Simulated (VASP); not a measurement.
Crystal: Ta3AsAu2O13.

```xyz
19
Lattice="5.4520 0.0000 0.0000 -2.7260 4.7216 0.0000 0.0000 0.0000 9.5790" Properties=species:S:1:pos:R:3 pbc="T T T"
Ta    0.0000    0.0000    1.8591
Ta    0.0000    0.0000    7.7199
Ta    2.7260    1.5739    0.0000
As    0.0000    0.0000    4.7895
Au    0.0000    3.1478    2.6273
Au    0.0000    3.1478    6.9517
O     0.0000    0.0000    0.0000
O    -1.3422    4.5861    3.4870
O    -0.5745    1.2662    3.4870
O     1.9167    3.5909    3.4870
O    -1.3422    4.5861    6.0921
O    -0.5745    1.2662    6.0921
O     1.9167    3.5909    6.0921
O     1.1852    1.5782    8.2230
O     3.4927    0.2373    8.2230
O     3.5002    2.9061    8.2230
O     1.1852    1.5782    1.3560
O     3.4927    0.2373    1.3560
O     3.5002    2.9061    1.3560
```

The cell was built by a generator and needn't be a form met in nature.

- Program: VASP 6.6.1
- Task: relaxation of cell and atoms
- Functional: PBE
- Dispersion: D4
- Potentials or basis: VASP PAW PBE potentials, release 64 (Ta_pv, As, Au, O)
- Cutoff: 600 eV
- k mesh: 6 × 6 × 3
- Occupations: fermi-dirac, width 0.05 eV
- Spin: no spin polarisation

At the start: pressure -2.3 GPa; volume 12.98 Å³/atom.

How do energy, volume and symmetry change on relaxing?

Over 17 steps the energy falls by 3.1 meV/atom and the volume is 12.70 Å³/atom (-2.2 %); space group P-6 (No. 174, to 0.05 Å).

Step by step:
```tsv
step	energy change (eV)	largest force (eV/Å)	pressure (GPa)	volume (Å³)
1	0.0000	0.2586	-2.27	246.59
2	-0.0150	0.3166	2.49	240.09
3	-0.0339	0.2596	0.39	242.83
4	-0.0504	0.1285	-0.02	242.30
5	-0.0510	0.1452	-0.11	242.16
6	-0.0551	0.1424	-0.04	241.75
7	-0.0554	0.2152	0.00	241.60
8	-0.0575	0.0520	-0.02	241.34
9	-0.0575	0.0540	-0.01	241.32
10	-0.0582	0.0342	0.02	241.25
11	-0.0586	0.0329	0.06	241.16
12	-0.0586	0.0350	0.07	241.14
13	-0.0588	0.0186	-0.05	241.26
14	-0.0588	0.0171	-0.08	241.29
15	-0.0589	0.0119	0.02	241.19
16	-0.0589	0.0116	0.02	241.20
17	-0.0589	0.0059	0.00	241.22
```

Final structure:
```xyz
19
Lattice="5.4029 -0.0004 0.0000 -2.7018 4.6792 0.0000 0.0000 0.0000 9.5419" Properties=species:S:1:pos:R:3 pbc="T T T"
Ta   -2.7017    4.6792    1.8664
Ta   -2.7017    4.6792    7.6756
Ta    2.7014    1.5594    0.0000
As    0.0001    0.0001    4.7710
Au   -0.0003    3.1194    2.5902
Au   -0.0003    3.1194    6.9517
O     2.7010    4.6787    0.0000
O    -1.3091    4.5366    3.4798
O    -0.5730    1.2776    3.4797
O     1.8812    3.5440    3.4797
O    -1.3091    4.5366    6.0622
O    -0.5730    1.2776    6.0623
O     1.8812    3.5440    6.0623
O     1.1668    1.5850    8.1911
O     3.4467    0.2176    8.1910
O     3.4908    2.8758    8.1910
O     1.1668    1.5850    1.3508
O     3.4467    0.2176    1.3509
O     3.4908    2.8758    1.3510
```

Caveat: pairwise dispersion overbinds metals, which lowers pressure and volume.
